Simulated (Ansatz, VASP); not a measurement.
## Cu12S (Cu(100)-(3x1)-S, hollow site): VASP beside Ansatz

One calculation is typed for both programs; each brings its own data sets. How far apart do they land? The cell is taken from a series of runs on this material, whose earlier steps may have relaxed, scaled, displaced or heated it; both programs get it as it stands.

Calculated with Ansatz 0.2.0; plane waves, with VASP 6.6.1 beside it; single point at PBE with D3(BJ).

**1. Set-up**

The cell holds 13 atoms: 12 Cu and 1 S. Its edges and angles: a = 7.658 Å, b = 2.553 Å, c = 24.022 Å, α = 90.0°, β = 90.0°, γ = 90.0°. Vacuum lies along c.

**2. Ansatz: single point, PBE with D3(BJ)**

Ansatz runs on its default PAW (the set named soft_2) files.

A single point gives forces, pressure and levels at one fixed geometry, so differences don't come from the geometry; what else differs is listed under the comparison.

input.yaml reads:

```yaml
crystal:
  lattice:
    - [7.6579664403, 0.0, 0.0]
    - [0.0, 2.5526554801, 0.0]
    - [0.0, 0.0, 24.0223428384]
  atoms:
    - { symbol: Cu, position: [0.1666666667, 0.5, 0.3538372613] }
    - { symbol: Cu, position: [0.5000000017, 0.5, 0.3538372613] }
    - { symbol: Cu, position: [0.8333333317, 0.5, 0.3538372613] }
    - { symbol: Cu, position: [1.7e-09, 0.0, 0.4289756444] }
    - { symbol: Cu, position: [0.3333333317, 0.0, 0.4289756444] }
    - { symbol: Cu, position: [0.6666666667, 0.0, 0.4289756444] }
    - { symbol: Cu, position: [0.1666666667, 0.5, 0.5023134864] }
    - { symbol: Cu, position: [0.4964895829, 0.5, 0.503209215] }
    - { symbol: Cu, position: [0.8368437505, 0.5, 0.503209215] }
    - { symbol: Cu, position: [-0.0088910465, 0.0, 0.5794286215] }
    - { symbol: Cu, position: [0.3422243798, 0.0, 0.5794286215] }
    - { symbol: Cu, position: [0.6666666667, 0.0, 0.5736992274] }
    - { symbol: S, position: [0.1666666667, 0.5, 0.6401273228] }
kpoints:
  mp_grid: { grid: [8, 24, 1] }
hamiltonian:
  xc: pbe
  dispersion: d3bj
scf:
  occupations: { method: fermi_dirac, width: 0.05 }
  convergence: { dr2_threshold: 1.0e-09 }
  n_extra_bands: 26
efield:
  axis: 3
  dipole_correction: true
  ramp_position: 0.97
  ramp_width: 0.06
output:
  band_densities:
    - { e_range: [-0.05, 0] }
    - { e_range: [-0.4, 0] }
    - { e_range: [-1.2, 0] }
    - { e_range: [0, 0.05] }
    - { e_range: [0, 0.4] }
    - { e_range: [0, 1.2] }
    - { e_range: [-2.0, -1.8] }
    - { e_range: [-1.8, -1.6] }
    - { e_range: [-1.6, -1.4] }
    - { e_range: [-1.4, -1.2] }
    - { e_range: [-1.2, -1.0] }
    - { e_range: [-1.0, -0.8] }
    - { e_range: [-0.8, -0.6] }
    - { e_range: [-0.6, -0.4] }
    - { e_range: [-0.4, -0.2] }
    - { e_range: [-0.2, 0.0] }
    - { e_range: [0.0, 0.2] }
    - { e_range: [0.2, 0.4] }
    - { e_range: [0.4, 0.6] }
    - { e_range: [0.6, 0.8] }
    - { e_range: [0.8, 1.0] }
    - { e_range: [1.0, 1.2] }
    - { e_range: [1.2, 1.4] }
    - { e_range: [1.4, 1.6] }
    - { e_range: [1.6, 1.8] }
    - { e_range: [1.8, 2.0] }
  band_residual_tolerance: 0.0001
  dos: { projected: true, e_range: [-5, 4] }
  write_potential: true
  write_density: true
  volumetric_format: npy
```

Command:

```console
> ansatz run input.yaml --threads 8 --pin off --max-ram 12288MiB --backend cpu --events-out ev --progress --plain --runs-dir out
```

Numbers of over 12 decimals in the logs are rounded to 6 here.

The log of the run:

```text
scf.n_extra_bands = 26 over 117 filled bands (N_el = 234.0): the run solves 143 bands
Engine: ansatz 0.2.0, aarch64-unknown-linux-gnu
Pseudopotentials: kind: paw
Pseudopotential: Cu, paw, valence charge 19, recommended cutoff 420 eV (normal), Cu.paw.azcp
Pseudopotential: S, paw, valence charge 6, recommended cutoff 420 eV (normal), S.paw.azcp
Functional definition: PBE
  parameter kappa = 0.804
  parameter beta = 0.066725
  exchange = pbe_x(kappa = kappa, mu = beta*pi^2/3)
  correlation = pbe_c(beta = beta)
Crystal: 13 atoms, lattice volume = 469.592 Å³
Basis set: ecut = 420 eV, 9233 PW (Γ)
Bands: 143, of which v1, the nominal top of the filled ones, is band 117 counted from 1 (116 counted from 0)
Symmetry: 4 space group operations
Space group: Pmm2 (ITA 25), of the structure as read, at distance tolerance 7.8e-5 Å
k-points: 65 of 192
Non-local potential: Cu, projectors of the file, l = 0: 3, l = 1: 2, l = 2: 3, l = 3: 1
Non-local potential: S, projectors of the file, l = 0: 2, l = 1: 2, l = 2: 2
PAW form: soft (Blöchl's): semilocal exchange-correlation on the pseudo side does not see the compensation charge
PAW one-centre angular grid: Cu, 590 points (default); XC on 64 Gauss nodes
PAW one-centre angular grid: S, 110 points (default); XC on 64 Gauss nodes
Initial density: superposition of atomic densities (neutral atoms: chi_scale 0, normalization atom), corrected by the library's trained network
Initial wavefunctions: pseudopotential atomic-orbital guess
Functional: x = pbe(κ = 0.804, μ = 0.219515), c = pbe(β = 0.066725)
SCF iter   1: F=—  HF=-80406.774096 eV  |F-HF|=—  |Δ(HF+E_count)|=         —  Δρ=2.43e-3  dr2=8.65e-2  ethr=1.77e-3  p=-0.022 e·Å  D=-8.62e-3 V/Å  ΔV_dip=0.21 eV  dr2_dipole=3.00e-3  V_vac-E_F(+/−)=4.68/4.48 eV  ⟨swp⟩=7.8  Hψ=40981  notcnv=0  defer=705
efield: sawtooth ramp at fractional position 0.9700 (set: `efield.ramp_position`, or a place that a band, a saddle search or an elastic batch's reference lends), width 0.0600; the density the first Hamiltonian is built on has a dipole p = -0.022 e·Å; the dipole correction subtracts the counter field D = -8.62e-3 V/Å, which shifts the + side's vacuum level by +0.21 eV against the − side's; the planar-averaged density in the ramp window peaks in size at 2.3e-5 e/Å³
preconditioner: auto → LDOS  [metal: Δε(μ)=0.013 eV  Ē_g=8.466 eV  σ=0.050 eV  W_gap=0.07  n_scr=78 (ndim 8)  ℏωp=20.1 eV  f_vac=0.625  D(μ)=4.21/eV (n_scr^D=22)  β→1.0]
SCF iter   2: F=—  HF=-80406.803241 eV  |F-HF|=—  |Δ(HF+E_count)|=   2.91e-2  Δρ=5.34e-3  dr2=9.19e-2  ethr=3.70e-5  p=-0.047 e·Å  D=-1.82e-2 V/Å  ΔV_dip=0.44 eV  dr2_dipole=6.54e-4  V_vac-E_F(+/−)=5.00/4.56 eV  ⟨swp⟩=2.9  Hψ=19374  notcnv=0  defer=1161
SCF iter   3: F=—  HF=-80406.796271 eV  |F-HF|=—  |Δ(HF+E_count)|=   6.97e-3  Δρ=4.54e-3  dr2=5.36e-2  ethr=3.70e-5  p=-0.042 e·Å  D=-1.64e-2 V/Å  ΔV_dip=0.39 eV  dr2_dipole=2.08e-4  V_vac-E_F(+/−)=4.96/4.57 eV  ⟨swp⟩=2.0  Hψ=16269  notcnv=0  defer=1161
SCF iter   4: F=—  HF=-80406.783498 eV  |F-HF|=—  |Δ(HF+E_count)|=   1.28e-2  Δρ=8.10e-4  dr2=2.31e-3  ethr=2.29e-5  p=-0.041 e·Å  D=-1.56e-2 V/Å  ΔV_dip=0.38 eV  dr2_dipole=1.83e-5  V_vac-E_F(+/−)=4.93/4.55 eV  ⟨swp⟩=2.1  Hψ=12839  notcnv=0  defer=1161
SCF iter   5: F=—  HF=-80406.782776 eV  |F-HF|=—  |Δ(HF+E_count)|=   7.22e-4  Δρ=3.36e-4  dr2=3.90e-4  ethr=9.87e-7  p=-0.041 e·Å  D=-1.59e-2 V/Å  ΔV_dip=0.38 eV  dr2_dipole=7.28e-6  V_vac-E_F(+/−)=4.94/4.56 eV  ⟨swp⟩=2.4  Hψ=16971  notcnv=0  defer=1156
SCF iter   6: F=—  HF=-80406.782739 eV  |F-HF|=—  |Δ(HF+E_count)|=   3.68e-5  Δρ=6.57e-5  dr2=3.01e-5  ethr=1.67e-7  p=-0.041 e·Å  D=-1.59e-2 V/Å  ΔV_dip=0.38 eV  dr2_dipole=6.05e-6  V_vac-E_F(+/−)=4.94/4.56 eV  ⟨swp⟩=2.0  Hψ=15228  notcnv=0  defer=1156
SCF iter   7: F=—  HF=-80406.782778 eV  |F-HF|=—  |Δ(HF+E_count)|=   3.87e-5  Δρ=6.83e-5  dr2=2.28e-5  ethr=1.28e-8  p=-0.041 e·Å  D=-1.58e-2 V/Å  ΔV_dip=0.38 eV  dr2_dipole=3.01e-6  V_vac-E_F(+/−)=4.94/4.56 eV  ⟨swp⟩=2.7  Hψ=15606  notcnv=0  defer=1156
SCF iter   8: F=—  HF=-80406.782766 eV  |F-HF|=—  |Δ(HF+E_count)|=   1.19e-5  Δρ=5.06e-5  dr2=1.18e-5  ethr=9.74e-9  p=-0.041 e·Å  D=-1.57e-2 V/Å  ΔV_dip=0.38 eV  dr2_dipole=1.51e-6  V_vac-E_F(+/−)=4.94/4.56 eV  ⟨swp⟩=2.0  Hψ=11855  notcnv=0  defer=1156
SCF iter   9: F=—  HF=-80406.783268 eV  |F-HF|=—  |Δ(HF+E_count)|=   5.01e-4  Δρ=1.50e-5  dr2=1.21e-6  ethr=5.02e-9  p=-0.041 e·Å  D=-1.57e-2 V/Å  ΔV_dip=0.38 eV  dr2_dipole=2.24e-7  V_vac-E_F(+/−)=4.94/4.57 eV  ⟨swp⟩=1.9  Hψ=11236  notcnv=0  defer=1151
SCF iter  10: F=—  HF=-80406.783268 eV  |F-HF|=—  |Δ(HF+E_count)|=   4.18e-7  Δρ=3.22e-6  dr2=6.49e-8  ethr=5.17e-10  p=-0.041 e·Å  D=-1.56e-2 V/Å  ΔV_dip=0.38 eV  dr2_dipole=7.36e-9  V_vac-E_F(+/−)=4.94/4.57 eV  ⟨swp⟩=2.0  Hψ=12391  notcnv=0  defer=1151
[...]
Dipole field:    D = -0.015634 V/Å  (p = -0.040572 e·Å, saw-weighted, corrected)
Work function:   Φ+ = 4.9423 eV   Φ− = 4.5667 eV
Levels:          The Fermi level and band energies are counted from a zero that moves with the ramp; work functions are not
--- Per-component energies (eV) ---
  E_band       = -7621.240452
  E_kinetic    = 3704.002188
  E_local      = -542664.219783  (includes V_loc(G=0)·N_el)
  E_nonlocal   = 4726.192276
  E_hartree    = 266769.732792
  E_xc         = -1165.529489
  E_vxc        = -1465.645499  (∫ρ·V_xc dr)
  E_paw        = -20571.780479  (= ΣΔE_a)
  E_vpaw       = -5458.425331  (= ΣTr[D̂ρ^β])
  E_aug_tail   = 0.003400  (compensation charges beyond the density's cutoff)
  E_efield     = 0.000317  (sawtooth field / dipole correction)
  E_vefield    = -2.611198  (∫n·V_field dr)
  E_ewald      = 208800.232343
  E_disp       = -5.382488  (pairwise vdW)
  E_smearing   = -0.034346  (= −TS)
  E_closure    = -0.000000  (closes the sum)
  Σ components = -80406.783268   (vs F -80406.783268, Δ=0.00e0)
--- Band table (eV; the first three rows and the last of 65) ---
  k-point 0: bands = [... 113 lower, 0.7571, 0.8144, 0.8159, 0.8251, 1.0835, 1.8180, 2.2425, 3.0878, ... 22 higher]
  k-point 1: bands = [... 113 lower, 0.7643, 0.7916, 0.8059, 0.8402, 1.1619, 1.8925, 2.3090, 3.1673, ... 22 higher]
  k-point 2: bands = [... 113 lower, 0.7573, 0.7751, 0.8198, 0.9208, 1.3508, 2.0913, 2.4931, 3.3831, ... 22 higher]
  k-point 64: bands = [... 113 lower, 2.4474, 2.5532, 2.5867, 3.2434, 3.2582, 3.6210, 4.6088, 4.8973, ... 22 higher]
--- Band densities, each state counted as filled ---
  window                                       electrons  max residual (eV)  cut levels
  e_range: [-0.05, 0]                           0.218750             3.6e-6           0
  e_range: [-0.4, 0]                            1.802083             3.6e-6           0
  e_range: [-1.2, 0]                            6.427083             3.6e-6           0
  e_range: [0, 0.05]                            0.187500             3.6e-6           0
  e_range: [0, 0.4]                             1.510417             1.5e-5           0
  e_range: [0, 1.2]                             4.479167             2.7e-5           0
  e_range: [-2, -1.8]                          10.135417             1.5e-6           0
  e_range: [-1.8, -1.6]                        10.958333             1.7e-6           0
  e_range: [-1.6, -1.4]                         9.000000             1.9e-6           0
  e_range: [-1.4, -1.2]                         2.062500             1.5e-6           0
  e_range: [-1.2, -1]                           1.500000             1.4e-6           0
  e_range: [-1, -0.8]                           1.239583             1.9e-6           0
  e_range: [-0.8, -0.6]                         0.895833             1.7e-6           0
  e_range: [-0.6, -0.4]                         0.989583             2.1e-6           0
  e_range: [-0.4, -0.2]                         1.041667             2.4e-6           0
  e_range: [-0.2, 0]                            0.760417             3.6e-6           0
  e_range: [0, 0.2]                             0.791667             1.5e-5           0
  e_range: [0.2, 0.4]                           0.718750             1.5e-5           0
  e_range: [0.4, 0.6]                           0.916667             2.3e-5           0
  e_range: [0.6, 0.8]                           0.604167             2.7e-5           0
  e_range: [0.8, 1]                             0.781250             2.1e-5           0
  e_range: [1, 1.2]                             0.666667             1.9e-5           0
  e_range: [1.2, 1.4]                           0.947917             2.1e-5           0
  e_range: [1.4, 1.6]                           0.656250             2.0e-5           0
  e_range: [1.6, 1.8]                           0.864583             1.8e-5           0
  e_range: [1.8, 2]                             0.687500             2.7e-5           0
```

Reading the cycles: dr2 is the Hartree energy of the density residual (eV), the measure of convergence; HF is the Harris–Foulkes estimate of the energy, which meets the free energy F at convergence.

(Continued in part 2 of 2.)

[Lines on the potential files, build, host, timing and source positions are cut from VASP's logs without a mark.]

[Logs are printed without paths, hosts, clocks, repeated set-up lines and the standing remarks that a program may print on its own settings, such as how far it seeks lower states.]

[Hosts, paths, dates, database ids (printed as entryN), source tags and the programs' standing remarks are cut or masked in the printed files.]
